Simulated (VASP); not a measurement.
Input of a VASP 6.6.1 run:

Contents of INCAR:

```
SYSTEM = B4CCl6O
PREC     = Accurate       ! precision mode
ENCUT    = 520            ! plane-wave cutoff, eV
EDIFF    = 1E-6           ! SCF threshold, eV
ISMEAR   = -1             ! smearing method
SIGMA    = 0.1            ! smearing width, eV
LREAL    = .FALSE.        ! projectors in reciprocal space
LASPH    = .TRUE.         ! aspherical terms in the spheres
NELM     = 100            ! most SCF steps
ALGO     = Fast           ! electronic algorithm
ISIF     = 2              ! what is computed and relaxed
LWAVE    = .FALSE.        ! write WAVECAR
LCHARG   = .FALSE.        ! write CHGCAR
GGA      = PE             ! functional
NBANDS   = 44             ! bands
```

The input KPOINTS:

```
regular mesh
0
G
  4 4 4
  0 0 0
```

POSCAR

```
B4CCl6O
1.0
    6.0448452824      3.4899930510      2.7222902319
   -6.0448452824      3.4899930510      2.7222902319
    0.0000000000     -6.9799861020      2.7222902319
B C O Cl
4 1 1 6
Direct
    0.3014262154      0.3014262154      0.3014262154
    0.3155565180      0.3155565180      0.0812044665
    0.0812044665      0.3155565180      0.3155565180
    0.3155565180      0.0812044665      0.3155565180
    0.4854143699      0.4854143699      0.4854143699
    0.6249767811      0.6249767811      0.6249767811
    0.1275810573      0.1275810573      0.8326291735
    0.8326291735      0.1275810573      0.1275810573
    0.1275810573      0.8326291735      0.1275810573
    0.5205293856      0.5205293856      0.0947150719
    0.0947150719      0.5205293856      0.5205293856
    0.5205293856      0.0947150719      0.5205293856
```

Potentials or basis: VASP PAW PBE potentials, release 64 (B, C, O, Cl).

Command:

```bash
$ cat potpaw_PBE.64/B/POTCAR potpaw_PBE.64/C/POTCAR potpaw_PBE.64/O/POTCAR potpaw_PBE.64/Cl/POTCAR > POTCAR
$ mpirun -np 1 vasp_std > vasp.out
```

What does it give for the largest force?

0.939 eV/Å.

What does it give for the band gap on the k mesh?

4.13 eV, indirect (least direct gap 4.15 eV).

Forces in eV/Å, atoms in the order of the input:
```
B    0.000  0.000  0.019
B    0.000  0.069 -0.025
B   -0.059 -0.034 -0.025
B    0.059 -0.034 -0.025
C    0.000  0.000 -0.939
O    0.000  0.000  0.922
Cl   0.000 -0.018  0.067
Cl   0.015  0.009  0.067
Cl  -0.015  0.009  0.067
Cl   0.000 -0.047 -0.042
Cl   0.041  0.024 -0.042
Cl  -0.041  0.024 -0.042
```

Caveat: the standard files for N, O and F lose accuracy on very short bonds. A k mesh can miss the band edges.
